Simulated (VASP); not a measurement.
# FCdCl in VASP: a series of runs, part 2 of 2

VASP 6.6.1. Earlier steps stand in the parts before.

## Step 5: Single point, B3LYP+D3(BJ)

File POSCAR:

```
CdClF
1.0
   10.0000000000      0.0000000000      0.0000000000
    0.0000000000     14.0000000000      0.0000000000
    0.0000000000      0.0000000000     10.0000000000
F Cd Cl
1 1 1
Direct
    0.4529200000      0.6467500000      0.4982800000
    0.4975700000      0.5127214300      0.5030100000
    0.5496800000      0.3562500000      0.5085200000
```

File INCAR.step1:

```
SYSTEM = CdClF
PREC = Accurate
ENCUT = 400
EDIFF = 1E-5
ISMEAR = 0
SIGMA = 0.01
LREAL = .FALSE.
LASPH = .TRUE.
NELM = 100
ALGO = Normal
ISIF = 2
LWAVE = .TRUE.
LCHARG = .FALSE.
NBANDS = 20
GGA = PE
```

File INCAR.step2:

```
SYSTEM = CdClF
PREC = Accurate
ENCUT = 400
EDIFF = 1E-6
ISMEAR = 0
SIGMA = 0.01
LREAL = .FALSE.
LASPH = .TRUE.
NELM = 100
ALGO = Normal
ISIF = 2
LWAVE = .FALSE.
LCHARG = .FALSE.
GGA = B3
LHFCALC = .TRUE.
AEXX = 0.2
AGGAX = 0.72
AGGAC = 0.81
ALDAC = 0.19
PRECFOCK = Normal
IVDW = 12
NBANDS = 20
ISTART = 1
```

File KPOINTS:

```
Automatic mesh
0
G
  1 1 1
  0 0 0
```

Potentials or basis: VASP PAW PBE potentials, release 64 (F_s, Cd, Cl).

On the command line:

```
$ cat potpaw_PBE.64/F_s/POTCAR potpaw_PBE.64/Cd/POTCAR potpaw_PBE.64/Cl/POTCAR > POTCAR
$ cp INCAR.step1 INCAR
$ mpirun -np 1 vasp_gam > vasp.out
$ cp INCAR.step2 INCAR
$ mpirun -np 1 vasp_gam > vasp.out
```

OUTCAR:

```text
SYSTEM = CdClF
   PREC = Accurate
   ENCUT = 400
   EDIFF = 1E-6
   ISMEAR = 0
   LREAL = .FALSE.
   LASPH = .TRUE.
   NELM = 100
   ISIF = 2
   GGA = B3
   LHFCALC = .TRUE.
   AEXX = 0.2
   PRECFOCK = Normal
   IVDW = 12
   ISTART = 1
 IVDW          = 12

 ion  position               nearest neighbor table
   1  0.453  0.647  0.498-   2 1.93
   2  0.498  0.513  0.503-   1 1.93   3 2.25
   3  0.550  0.356  0.509-   2 2.25

  LATTYP: Found a simple tetragonal cell.
 ALAT       =    10.0000000000
 C/A-ratio  =     1.4000000000

  Lattice vectors:

 A1 = ( -10.0000000000,   0.0000000000,   0.0000000000)
 A2 = (   0.0000000000,   0.0000000000,  10.0000000000)
 A3 = (   0.0000000000,  14.0000000000,   0.0000000000)

Analysis of symmetry for initial positions (statically):
=====================================================================
 Subroutine PRICEL returns:
 Original cell was already a primitive cell.

 Routine SETGRP: Setting up the symmetry group for a
 simple tetragonal supercell.

 Subroutine GETGRP returns: Found  1 space group operations
 (whereof  1 operations were pure point group operations)
 out of a pool of 16 trial point group operations.

The static configuration has the point symmetry C_1 .

Analysis of symmetry for dynamics (positions and initial velocities):
=====================================================================
 Subroutine PRICEL returns:
 Original cell was already a primitive cell.

 Routine SETGRP: Setting up the symmetry group for a
 simple tetragonal supercell.

 Subroutine GETGRP returns: Found  1 space group operations
 (whereof  1 operations were pure point group operations)
 out of a pool of 16 trial point group operations.

The dynamic configuration has the point symmetry C_1 .

 Subroutine INISYM returns: Found  1 space group operations
 (whereof  1 operations are pure point group operations),
 and found     1 'primitive' translations

----------------------------------------------------------------------------------------

                                     Primitive cell

  volume of cell :    1400.0000

  direct lattice vectors                    reciprocal lattice vectors
    10.000000000  0.000000000  0.000000000     0.100000000  0.000000000  0.000000000
     0.000000000 14.000000000  0.000000000     0.000000000  0.071428571  0.000000000
     0.000000000  0.000000000 10.000000000     0.000000000  0.000000000  0.100000000

  length of vectors
    10.000000000 14.000000000 10.000000000     0.100000000  0.071428571  0.100000000

  position of ions in fractional coordinates (direct lattice)
     0.452920000  0.646750000  0.498280000
     0.497570000  0.512721430  0.503010000
     0.549680000  0.356250000  0.508520000

  ion indices of the primitive-cell ions
   primitive index   ion index
                 1           1
                 2           2
                 3           3

----------------------------------------------------------------------------------------

 KPOINTS: Automatic mesh

Automatic generation of k-mesh.
 Grid dimensions read from file:
 generate k-points for:    1    1    1

 Generating k-lattice:

  Cartesian coordinates                     Fractional coordinates (reciprocal lattice)
     0.100000000  0.000000000  0.000000000     1.000000000  0.000000000  0.000000000
     0.000000000  0.071428571  0.000000000     0.000000000  1.000000000  0.000000000
     0.000000000  0.000000000  0.100000000     0.000000000  0.000000000  1.000000000

  Length of vectors
     0.100000000  0.071428571  0.100000000

  Shift w.r.t. Gamma in fractional coordinates (k-lattice)
     0.000000000  0.000000000  0.000000000

 Subroutine IBZKPT returns following result:
 ===========================================

 Found      1 irreducible k-points:

 Following reciprocal coordinates:
            Coordinates               Weight
  0.000000  0.000000  0.000000      1.000000
   k-points           NKPTS =      1   k-points in BZ     NKDIM =      1   number of bands    NBANDS=     20
   number of dos      NEDOS =    301   number of ions     NIONS =      3
   total plane-waves  NPLWV = 470400
   dimension x,y,z NGX =    70 NGY =   96 NGZ =   70
   dimension x,y,z NGXF=   140 NGYF=  192 NGZF=  140
   ions per type =               1   1   1
   NGX,Y,Z   is equivalent  to a cutoff of  11.64, 11.40, 11.64 a.u.
   NGXF,Y,Z  is equivalent  to a cutoff of  23.27, 22.80, 23.27 a.u.
 SYSTEM =  CdClF
   PREC   = accura    normal or accurate (medium, high low for compatibility)
   ISTART =      1    job   : 0-new  1-cont  2-samecut
   ICHARG =      0    charge: 1-file 2-atom 10-const
   ISPIN  =      1    spin polarized calculation?
   LNONCOLLINEAR =      F non collinear calculations
   LSORBIT =      F    spin-orbit coupling
   LASPH  =      T    aspherical Exc in radial PAW
   ENCUT  =  400.0 eV  29.40 Ry    5.42 a.u.  16.31 22.83 16.31*2*pi/ulx,y,z
   NELM   =    100;   NELMIN=  2; NELMDL=  0     # of ELM steps
   EDIFF  = 0.1E-05   stopping-criterion for ELM
   LREAL  =      F    real-space projection
   EDIFFG = 0.1E-04   stopping-criterion for IOM
   NSW    =      0    number of steps for IOM
   IBRION =     -1    ionic relax: 0-MD 1-quasi-New 2-CG
   NFREE  =      0    steps in history (QN), initial steepest desc. (CG)
   ISIF   =      2    stress and relaxation
   ISYM   =      3    0-nonsym 1-usesym 2-fastsym
   POTIM  = 0.5000    time-step for ionic-motion
   TEBEG  =    0.0;   TEEND  =   0.0 temperature during run
   PSTRESS=    0.0 pullay stress
   NELECT =      26.0000    total number of electrons
   NUPDOWN=      -1.0000    fix difference up-down
   EMIN   =  10.00;   EMAX   =-10.00  energy-range for DOS
   EFERMI =   0.00;   METHOD = LEGACY
   ISMEAR =     0;   SIGMA  =   0.01  broadening in eV -4-tet -1-fermi 0-gaus
   EFERMI_NEDOS =   21; number of points for ismear=-14 and -15
   IALGO  =     38    algorithm
   IMIX   =      1    mixing-type and parameters
     AMIX     =   0.40;   BMIX     =  1.00
     AMIX_MAG =   1.60;   BMIX_MAG =  1.00
  volume/ion in A,a.u.               =     466.67      3149.22
  Fermi-wavevector in a.u.,A,eV,Ry     =   0.433534  0.819261  2.557240  0.187952
  Thomas-Fermi vector in A             =   1.403995
   LORBIT       =      0    0 simple, 1 ext, 2 COOP (PROOUT), +10 PAW based schemes
   GGA     = B3    functional components
   LHFCALC =     T    Hartree Fock is set to
   PRECFOCK=normal    Normal, Fast or Accurate (Low or Medium for compatibility)
   ENCUT4O =  -1.0   cutoff for four orbital integrals eV
   NKREDX  =     1    reduce k-point grid by
   NKREDY  =     1    reduce k-point grid by
   NKREDZ  =     1    reduce k-point grid by
   AEXX    =    0.2000 exact exchange contribution
   HFSCREEN=    0.0000 screening length (either q_TF or 0.3 A-1)
   HFSCREENC=   0.0000 screening length for correlation (either q_TF or 0.3 A-1)
   ENCUTFOCK=  -1.0 apply spherical cutoff to Coloumb kernel
   IVDW    =    12    specifies the selected vdW correction
   LEPSILON=     F    determine dielectric tensor
   LRPA    =     F    only Hartree local field effects (RPA)
 non-spin polarized calculation
 Gauss-broadening in eV      SIGMA  =   0.01
  energy-cutoff  :      400.00
  volume of cell :     1400.00
 maximum number of plane-waves:     12701
 NGX is ok and might be reduce to    70
  NGX = 50; NGY = 70; NGZ = 50

 number of electron      26.0000005 magnetization

 Free energy of the ion-electron system (eV)
  ---------------------------------------------------
  ext. energy  EPLUGINS =         0.00000000
  ---------------------------------------------------
  free energy    TOTEN  =        -9.85538061 eV

  energy without entropy =       -9.85538061  energy(sigma->0) =       -9.85538061

 E-fermi :  -8.5322     XC(G=0):  -0.6974

 val. band max:       -8.6636693906   @ k =   0.0000   0.0000   0.0000
 cond. band min:      -2.4248609061   @ k =   0.0000   0.0000   0.0000
 fundamental gap:      6.2388084845
 Fermi energy:        -8.5322468000

 k-point     1 :       0.0000    0.0000    0.0000
  band No.  band energies     occupation
      1     -29.9784      2.00000
      2     -22.0404      2.00000
      3     -15.8092      2.00000
      4     -15.6791      2.00000
      5     -15.6788      2.00000
      6     -15.5840      2.00000
[... 12 lines left out ...]
     19       0.9266      0.00000
     20       1.1971      0.00000

------------------------ aborting loop because EDIFF is reached ----------------------------------------

 Edisp (eV)   -0.09907

 E8    (eV) :    -0.0651

  FORCE on cell =-STRESS in cart. coord.  units (eV):
  Direction    XX          YY          ZZ          XY          YZ          ZX
  --------------------------------------------------------------------------------------
  -------------------------------------------------------------------------------------
  Total      -0.13489     1.82809    -0.24916    -0.52068    -0.05515     0.01267
  in kB      -0.15437     2.09209    -0.28514    -0.59587    -0.06312     0.01450
  external pressure =        0.55 kB  Pullay stress =        0.00 kB

 VOLUME and BASIS-vectors are now :
 -----------------------------------------------------------------------------
  energy-cutoff  :      400.00
  volume of cell :     1400.00
      direct lattice vectors                 reciprocal lattice vectors
    10.000000000  0.000000000  0.000000000     0.100000000  0.000000000  0.000000000
     0.000000000 14.000000000  0.000000000     0.000000000  0.071428571  0.000000000
     0.000000000  0.000000000 10.000000000     0.000000000  0.000000000  0.100000000

 POSITION                                       TOTAL-FORCE (eV/Angst)
 -----------------------------------------------------------------------------------
      4.52920      9.05450      4.98280        -0.174095      0.707360     -0.018422
      4.97570      7.17810      5.03010         0.084099     -0.345524      0.008852
      5.49680      4.98750      5.08520         0.089996     -0.361836      0.009570
 -----------------------------------------------------------------------------------
    total drift:                               -0.001157     -0.000044      0.000987

  FREE ENERGIE OF THE ION-ELECTRON SYSTEM (eV)
  ---------------------------------------------------
  free  energy   TOTEN  =        -9.9544513414 eV

  energy  without entropy=       -9.9544513414  energy(sigma->0) =       -9.95445134
```

Wall time 5.1 min (1 thread of AMD EPYC 9R45 (Zen 5), shared host); peak memory 0.87 GiB.

What came out:

```
Free energy                     : -9.9545 eV
Largest force                   : 0.729 eV/Å
Gap between the frontier levels : 6.24 eV
Dispersion energy per atom      : -0.033 eV
```

Forces in eV/Å, atoms in the order of the input:
```
F   -0.174  0.707 -0.018
Cd   0.084 -0.346  0.009
Cl   0.090 -0.362  0.010
```

Levels at points of the mesh, in eV from the valence-band top:
| k point | band 10 | band 11 | band 12 | band 13 | band 14 | band 15 | band 16 | band 17 |
| --- | --- | --- | --- | --- | --- | --- | --- | --- |
| (0.00, 0.00, 0.00) | -1.16 | -1.16 | 0.00 | 0.00 | 6.24 | 8.01 | 8.01 | 8.87 |

Caveat: the PAW data sets were made with another functional, which shifts forces and pressure a little.

## Step 6: Single point, r2SCAN0+D4

POSCAR is that of step 5.

INCAR.step1: that of step 5 with these lines changed.

```diff
@@ -2,3 +2,3 @@
 PREC = Accurate
-ENCUT = 400
+ENCUT = 520
 EDIFF = 1E-5
```

File INCAR.step2:

```
SYSTEM = CdClF
PREC = Accurate
ENCUT = 520
EDIFF = 1E-6
ISMEAR = 0
SIGMA = 0.01
LREAL = .FALSE.
LASPH = .TRUE.
NELM = 100
ALGO = Normal
ISIF = 2
LWAVE = .FALSE.
LCHARG = .FALSE.
METAGGA = R2SCAN
LHFCALC = .TRUE.
AEXX = 0.25
LMIXTAU = .TRUE.
PRECFOCK = Fast
IVDW = 13
VDW_S6 = 1.0
VDW_S8 = 0.8992
VDW_A1 = 0.4778
VDW_A2 = 5.8779
NBANDS = 20
ISTART = 1
```

KPOINTS is that of step 5.

Potentials or basis: VASP PAW PBE potentials, release 64 (F, Cd, Cl).

On the command line:

```
$ cat potpaw_PBE.64/F/POTCAR potpaw_PBE.64/Cd/POTCAR potpaw_PBE.64/Cl/POTCAR > POTCAR
$ cp INCAR.step1 INCAR
$ mpirun -np 1 vasp_gam > vasp.out
$ cp INCAR.step2 INCAR
$ mpirun -np 1 vasp_gam > vasp.out
```

It took 8.9 min on 1 thread of AMD EPYC 9R45 (Zen 5), shared host; peak memory 1.4 GiB.

The run converged. Its results:

```
Free energy                     : -29.8392 eV
Largest force                   : 0.191 eV/Å
Gap between the frontier levels : 7.23 eV
Dispersion energy per atom      : -0.005 eV
```

Forces on the atoms (eV/Å):
```
F   -0.051  0.176  0.001
Cd   0.047 -0.185  0.003
Cl   0.003  0.008 -0.003
```

Levels at points of the mesh, in eV from the valence-band top:
```csv
k point,band 10,band 11,band 12,band 13,band 14,band 15,band 16,band 17
"(0.00, 0.00, 0.00)",-1.26,-1.26,0.00,0.00,7.23,9.00,9.01,9.50
```

Caveat: the PAW data sets were made with another functional, which shifts forces and pressure a little.

## Step 7: The reference run

An earlier run on the cell as given: functional PBE; potentials or basis VASP PAW PBE potentials, release 64 (F, Cd, Cl); cutoff 520 eV; k mesh 1 × 1 × 1; occupations gaussian, width 0.01 eV; no spin polarisation.

* Largest force: 0.656 eV/Å
* Gap between the frontier levels: 4.54 eV

## Step 8: Summary

| task | level | potentials or basis | cutoff (eV) | grid for exact exchange (PRECFOCK) | exchange at q = 0 | gap on the mesh (eV) | largest force (eV/Å) |
| --- | --- | --- | --- | --- | --- | --- | --- |
| electron localisation function | PBE | VASP PAW PBE potentials, release 64 (F, Cd, Cl) | 520 | - | - | 4.54 | 0.66 |
| single point | r2SCAN0 | VASP PAW PBE potentials, release 64 (F_s, Cd, Cl) | 400 | Fast | truncated | 7.21 | 0.28 |
| single point | BEEF-vdW | VASP PAW PBE potentials, release 64 (F_h, Cd, Cl_h) | 900 | - | - | 4.46 | 0.94 |
| single point | B3LYP+D3(BJ) | VASP PAW PBE potentials, release 64 (F_s, Cd, Cl) | 400 | Normal | default | 6.24 | 0.73 |
| single point | r2SCAN0+D4 | VASP PAW PBE potentials, release 64 (F, Cd, Cl) | 520 | Fast | default | 7.23 | 0.19 |
| single point | PBE | VASP PAW PBE potentials, release 64 (F, Cd, Cl) | 520 | - | - | 4.54 | 0.66 |

Alike in all rows: no spin polarisation; cell as given; k mesh 1 × 1 × 1; smearing gaussian 0.01 eV.

Caveats: the PAW data sets were made with another functional, which shifts forces and pressure a little (some runs); the cutoff is under 1.25 times the usual one of these potentials, so pressure, stress and relaxed cells hold a basis-set (Pulay) error (some runs).

Total energies depend on the potentials used, so only differences within one code and one set of settings carry meaning.
